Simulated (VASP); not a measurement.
Input:

```xyz
5
Lattice="3.9525 0.0000 0.0000 0.0000 3.9525 0.0000 0.0000 0.0000 3.9525" Properties=species:S:1:pos:R:3 pbc="T T T"
Ba     0.0000     0.0000     0.0000
Ti     1.9763     1.9763     1.9763
O      1.9763     0.0000     1.9763
O      0.0000     1.9763     1.9763
O      1.9763     1.9763     0.0000
```

All values below come from LDA (Ceperley-Alder, Perdew-Zunger), VASP's LDA PAW potentials (set 64) (plane waves; VASP). Run with 520 eV cut-off, 6×6×6 Γ-centred mesh, tetrahedra with Blöchl corrections, potentials Ba_sv Ti_sv O.

The cores are frozen, which limits the accuracy of field gradients.

Question: Give the principal components of the electric field gradient (V/Å²) and the asymmetry η at each nucleus.

Answer: 
| atom | Vxx | Vyy | Vzz | η |
|---|---|---|---|---|
| Ba1 | 0.0 | 0.0 | 0.0 | - |
| Ti2 | 0.0 | 0.0 | 0.0 | - |
| O3 | -9.0 | -9.0 | 18.0 | 0.00 |
| O4 | -9.0 | -9.0 | 18.0 | 0.00 |
| O5 | -9.0 | -9.0 | 18.0 | 0.00 |

The compound is BaTiO3 in the cubic perovskite structure, the ideal cubic form; the compound distorts at low or room temperature. It was relaxed first.
